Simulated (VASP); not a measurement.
All values below come from r2SCAN meta-GGA, VASP's PBE PAW potentials (set 64) (plane waves; VASP).

The input files of a VASP run:

File POSCAR:
```
GaAs
1
   -0.0000000000     2.6979595394     2.6979595394
    2.6979595394     0.0000000000     2.6979595394
    2.6979595394     2.6979595394     0.0000000000
Ga As
1 1
Direct
  0.0000000000   0.0000000000   0.0000000000
  0.2500000000   0.2500000000   0.2500000000
```

KPOINTS:
```
kpoints
0
gamma
  8 8 8
0 0 0
```

**INCAR**
```
SYSTEM = GaAs
PREC = Accurate; ENCUT = 480; LREAL = .FALSE.
LASPH = .TRUE.
EDIFF = 1E-7; NELM = 100; ALGO = Normal
LMAXMIX = 4; LMIXTAU = .TRUE.
ISMEAR = 0; SIGMA = 0.05
METAGGA = R2SCAN
IBRION = 2; NSW = 40; ISIF = 3
EDIFFG = -0.01; PSTRESS = 150
LWAVE = .FALSE.; LCHARG = .FALSE.
```

POTCAR, in this order: Ga_d As (PBE.64 set). Program: vasp_std.

What VASP printed:

File OSZICAR:
```
       N       E                     dE             d eps       ncg     rms          rms(c)
DAV:   1     0.597632209071E+02    0.59763E+02   -0.91231E+03   762   0.200E+03
DAV:   2    -0.230346910534E+02   -0.82798E+02   -0.79691E+02   804   0.324E+02
DAV:   3    -0.287420997146E+02   -0.57074E+01   -0.56716E+01   964   0.746E+01
DAV:   4    -0.288265752775E+02   -0.84476E-01   -0.84447E-01   842   0.100E+01
DAV:   5    -0.288281773128E+02   -0.16020E-02   -0.16020E-02   924   0.121E+00    0.372E+00
DAV:   6    -0.267317019114E+02    0.20965E+01   -0.58534E-01   959   0.191E+01    0.225E+00
DAV:   7    -0.269018814721E+02   -0.17018E+00   -0.39597E-01   929   0.838E+00    0.106E+00
DAV:   8    -0.267746997887E+02    0.12718E+00   -0.10117E-01   814   0.510E+00    0.497E-01
DAV:   9    -0.267350624836E+02    0.39637E-01   -0.18067E-01   774   0.428E+00    0.169E-01
DAV:  10    -0.267718745417E+02   -0.36812E-01   -0.70204E-02   769   0.254E+00    0.746E-02
DAV:  11    -0.267875531732E+02   -0.15679E-01   -0.23269E-02   799   0.181E+00    0.554E-02
DAV:  12    -0.267958832948E+02   -0.83301E-02   -0.42725E-03   819   0.757E-01    0.295E-02
DAV:  13    -0.267957075783E+02    0.17572E-03   -0.10921E-04   934   0.107E-01    0.968E-03
DAV:  14    -0.267962834935E+02   -0.57592E-03   -0.26773E-04   774   0.227E-01    0.657E-03
DAV:  15    -0.267963291689E+02   -0.45675E-04   -0.44174E-05   829   0.760E-02    0.223E-03
DAV:  16    -0.267963308107E+02   -0.16419E-05   -0.11940E-06   859   0.129E-02    0.155E-03
DAV:  17    -0.267963319497E+02   -0.11390E-05   -0.26691E-07   874   0.552E-03    0.369E-04
DAV:  18    -0.267963320158E+02   -0.66029E-07   -0.47881E-08   557   0.270E-03
   1 F= -.23119134E+02 E0= -.23119134E+02  d E =-.231191E+02
```

**OUTCAR**
```
------------------------ aborting loop because EDIFF is reached ----------------------------------------
  FORCE on cell =-STRESS in cart. coord.  units (eV):
  Direction    XX          YY          ZZ          XY          YZ          ZX
  --------------------------------------------------------------------------------------
  Total        3.6789335      3.6789335      3.6789335      0.0000000      0.0000000      0.0000000
  in kB      150.0708096    150.0708096    150.0708096      0.0000000      0.0000000      0.0000000
  external PRESSURE =       0.0708096 kB  Pullay stress =     150.0000000 kB
  volume of cell :       39.28
      direct lattice vectors                 reciprocal lattice vectors
     0.000000000  2.697959539  2.697959539    -0.185325240  0.185325240  0.185325240
     2.697959539  0.000000000  2.697959539     0.185325240 -0.185325240  0.185325240
     2.697959539  2.697959539  0.000000000     0.185325240  0.185325240 -0.185325240
  FREE ENERGIE OF THE ION-ELECTRON SYSTEM (eV)
  ---------------------------------------------------
  free  energy   TOTEN  =       -26.7963320158 eV

  energy  without entropy=      -26.7963320158  energy(sigma->0) =      -26.79633202
  enthalpy is  TOTEN    =       -23.1191344032 eV   P V=        3.6771976125

 reached required accuracy - stopping structural energy minimisation
```
(Selected blocks of OUTCAR.)

The compound is GaAs in the zinc blende structure. It was relaxed first under an external pressure of 15 GPa.
